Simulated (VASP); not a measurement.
Runs of VASP 6.6.1 on NiC. It takes space group Fm-3m (No. 225, cubic). The conventional cell has a = 4.068 Å, b = 4.068 Å, c = 4.068 Å, α = 90.00°, β = 90.00°, γ = 90.00°. Around Ni (site symmetry m-3m) lie 6 C at 2.03 Å. Around C (site symmetry m-3m) lie 6 Ni at 2.03 Å. The cell was built by a generator and needn't be a form met in nature.

```tsv
task	level	potentials or basis	spin	U	cell	k mesh	cutoff (eV)	smearing	other keys	gap on the mesh (eV)	pressure (GPa)	moment (μB)
single point	PBE	VASP PAW PBE potentials, release 64 (Ni, C)	collinear, ferromagnetic start	-	as given	11 × 11 × 11	520	fermi-dirac 0.05 eV	-	none	0.4	0.00
relaxation of cell and atoms	PBE	VASP PAW PBE potentials, release 64 (Ni, C)	collinear, ferromagnetic start	-	relaxed	11 × 11 × 11	600	gaussian 0.05 eV	-	none	0.2	0.00
band structure	RPBE+U	VASP PAW PBE potentials, release 64 (Ni_GW, C_GW)	non-collinear, ferromagnetic start	Ni d U = 4 eV	as given	8 × 8 × 8	550	fermi-dirac 0.05 eV	ALGO = Damped; TIME = 0.2; NBANDS = 38	-	-	(a)
relaxation of cell and atoms	LDA	VASP PAW LDA potentials, release 64 (Ni, C)	collinear, ferromagnetic start	-	relaxed	11 × 11 × 11	600	gaussian 0.05 eV	-	none	-0.3	0.00
```

Task: Estimate the missing entries.

Result: (a) 0.13.

Caveats: the relaxation stopped at its first step, so nothing moved (some runs); the PAW data sets were made with another functional, which shifts forces and pressure a little (some runs); the U is typed as a test and isn't derived for this compound (some runs).

A gap of «none» marks a metal or a gap under the smearing width.
